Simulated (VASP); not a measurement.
The system is FeSe2.

```xyz
3
Lattice="0.0000 3.0738 3.0738 3.0738 0.0000 3.0738 3.0738 3.0738 0.0000" Properties=species:S:1:pos:R:3 pbc="T T T"
Fe    0.0000    0.0000    0.0000
Se    1.5369    1.5369    1.5369
Se    4.6108    4.6108    4.6108
```

The cell comes from a database or a generator and needn't be the stable form of this composition.

Base run:

| Quantity | Value |
| --- | --- |
| Program | VASP 6.6.1 |
| Functional | LDA |
| Potentials or basis | VASP PAW LDA potentials, release 64 (Fe, Se) |
| Cutoff | 520 eV |
| k mesh | 5 × 5 × 5 |
| Occupations | gaussian, width 0.05 eV |
| Spin | collinear spin, ferromagnetic start |
| Starting moments | [3.0, 0.0, 0.0] μB |
| Fixed moment | 0 μB |
| Hubbard terms | Fe d U = 8 eV |

Its results: pressure -0.5 GPa; net moment 0.00 μB per cell; site moments Fe +2.37; Se -0.81 μB.

**Question.** The run is repeated on the same cell with these changes: fixed moment from 0 μB to none; further incar settings from ALGO = Normal; EDIFF = 1e-07 to ALGO = Normal; EDIFF = 1e-06; NBANDS = 21. What comes out?

**Answer.** Pressure 1.2 GPa; net moment 4.06 μB per cell; site moments Fe +3.81; Se +0.08 μB.

Caveats: the moment is held away from its start (some runs); the total moment is fixed, so each spin has its own Fermi level (some runs); a cell with one magnetic atom can't hold antiferromagnetic order, which such compounds often take (some runs).
